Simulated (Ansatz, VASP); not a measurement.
BeB12 in VASP and in Ansatz

Contents of INCAR:

```
ALGO = Normal
EDIFF = 1E-7
EDIFFG = -0.01
ENCUT = 600
GGA = PE
IBRION = 2
ISIF = 3
ISMEAR = 0
LASPH = T
LCHARG = F
LREAL = F
LWAVE = F
NELM = 100
NSW = 100
PREC = Accurate
SIGMA = 0.02
```

KPOINTS

```
k-points
0
Gamma
  8 8 8
```

POSCAR

```
BeB12
1.0
    0.0000000000      3.6848226912      3.6848226912
    3.6848226912      0.0000000000      3.6848226912
    3.6848226912      3.6848226912      0.0000000000
Be B
1 12
Direct
    0.0000000000      0.0000000000      0.0000000000
    0.8382977355      0.5000000000      0.5000000000
    0.8382977355      0.5000000000      0.1617022645
    0.5000000000      0.8382977355      0.1617022645
    0.5000000000      0.8382977355      0.5000000000
    0.1617022645      0.5000000000      0.5000000000
    0.5000000000      0.1617022645      0.5000000000
    0.5000000000      0.1617022645      0.8382977355
    0.1617022645      0.5000000000      0.8382977355
    0.1617022645      0.8382977355      0.5000000000
    0.5000000000      0.5000000000      0.8382977355
    0.5000000000      0.5000000000      0.1617022645
    0.8382977355      0.1617022645      0.5000000000
```

Input for Ansatz:

```yaml
crystal:
  lattice:
    - [0.0, 3.6848226912, 3.6848226912]
    - [3.6848226912, 0.0, 3.6848226912]
    - [3.6848226912, 3.6848226912, 0.0]
  atoms:
    - { symbol: Be, position: [0.0, 0.0, 0.0] }
    - { symbol: B, position: [0.8382977355, 0.5, 0.5] }
    - { symbol: B, position: [0.8382977355, 0.5, 0.1617022645] }
    - { symbol: B, position: [0.5, 0.8382977355, 0.1617022645] }
    - { symbol: B, position: [0.5, 0.8382977355, 0.5] }
    - { symbol: B, position: [0.1617022645, 0.5, 0.5] }
    - { symbol: B, position: [0.5, 0.1617022645, 0.5] }
    - { symbol: B, position: [0.5, 0.1617022645, 0.8382977355] }
    - { symbol: B, position: [0.1617022645, 0.5, 0.8382977355] }
    - { symbol: B, position: [0.1617022645, 0.8382977355, 0.5] }
    - { symbol: B, position: [0.5, 0.5, 0.8382977355] }
    - { symbol: B, position: [0.5, 0.5, 0.1617022645] }
    - { symbol: B, position: [0.8382977355, 0.1617022645, 0.5] }
basis:
  ecutwfc: 420
kpoints:
  mp_grid: { grid: [8, 8, 8] }
hamiltonian:
  xc: pbe
scf:
  occupations: { method: gaussian, width: 0.02 }
output:
  forces: true
  stress: true
  eigenvalues: true
relax:
  adjacent_minimum: "off"
  f_tol: 0.01
  max_steps: 80
  cell: { stress_tol: 0.05 }
```

Change from the starting cell: species swapped into the ScB12 type (Fm-3m, No. 225).

Alike in both runs: task relaxation of cell and atoms; functional PBE; k mesh 8 × 8 × 8; occupations gaussian, width 0.02 eV; no spin polarisation.

|  | VASP | Ansatz |
| --- | --- | --- |
| version | VASP 6.6.1 | Ansatz 0.2.0 |
| potentials or method | VASP PAW PBE potentials, release 64 (Be, B) | scalar-relativistic, plane waves, PAW |
| plane-wave cutoff (eV) | 600 | 420 |
| valence electrons in the cell | 38 | 38 |

|  | VASP | Ansatz | Ansatz less VASP |
| --- | --- | --- | --- |
| gap on the k mesh at the Fermi level, each at its own relaxed structure (eV) | 0.32 | 0.32 | 0.000 |
| relaxed volume (Å³/atom) | 7.71 | 7.71 | +0.001 |
| relaxed cell length with the largest relative difference (Å) | 5.214 | 5.214 | +0.0002 |
